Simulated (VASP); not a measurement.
## MoSi (relaxed from the NiAs type structure, space group P6_3/mmc): computed properties

Method: PBEsol GGA, VASP's PBE PAW potentials (set 64) (plane waves; VASP).

```yaml
space_group: P6_3/mmc (194)
cell: a = 3.104 Å, b = 3.104 Å, c = 6.965 Å, α = 90.00°, β = 90.00°, γ = 120.00°
volume_per_atom: 14.53 Å^3/atom
band gap (over mesh and band path): none (metal, semimetal or under 0.01 eV)
density: 7.09 g/cm³
```

MoSi is taken in the hexagonal space group P6₃/mmc (No. 194), the NiAs type structure, Pearson symbol hP4. Cell: a = 3.1042 Å, b = 3.1042 Å, c = 6.9646 Å, α = 90.00°, β = 90.00°, γ = 120.00°. Mo on 2a is surrounded by 6 Si at 2.499 Å and 6 Mo at 3.104 Å. Si on 2c has 6 Mo at 2.499 Å (trigonal prismatic). (Neighbours: up to the widest gap in distance over summed covalent radii, below 1.35, at either atom; cation-cation and far metal-metal contacts left out.)

The structure was generated: MoSi was put into the NiAs type type (P6_3/mmc), which need not be its known phase. It was relaxed first, which changed the volume by -36 %. Symmetry was kept, so distortions that lower it aren't found.
